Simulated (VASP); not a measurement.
## Si: single point with LDA

The system is Si.

```
CELL_PARAMETERS angstrom
0.00000 2.71356 2.71356
2.71356 0.00000 2.71356
2.71356 2.71356 0.00000
ATOMIC_POSITIONS crystal
Si 0.74676 0.74546 0.74647
Si 0.49674 0.49545 0.49651
```

The cell isn't the ideal one: atoms shaken by about 0.05 Å, then relaxed in the fixed cell.

```
Program             : VASP 6.6.1
Task                : single point
Functional          : LDA
Potentials or basis : VASP PAW LDA potentials, release 64 (Si)
Cutoff              : 520 eV
k mesh              : 7 × 7 × 7
Occupations         : fermi-dirac, width 0.05 eV
Spin                : no spin polarisation
```

```json
{
 "Pressure": "-1.3 GPa",
 "Band gap on the k mesh": "0.46 eV, indirect (least direct gap 2.52 eV)"
}
```

Levels at points of the mesh, in eV from the valence-band top:
| k point | band 1 | band 2 | band 3 | band 4 | band 5 | band 6 | band 7 | band 8 |
| --- | --- | --- | --- | --- | --- | --- | --- | --- |
| (0.00, 0.00, 0.00) | -11.97 | 0.00 | 0.00 | 0.00 | 2.52 | 2.52 | 2.52 | 3.23 |

It took 25 s on 1 thread of Intel(R) Xeon(R) Platinum 8488C (Sapphire Rapids), with other jobs on the host, peak memory 0.15 GiB.

Caveat: an odd mesh through Γ misses points on the zone boundary, where band edges often lie.
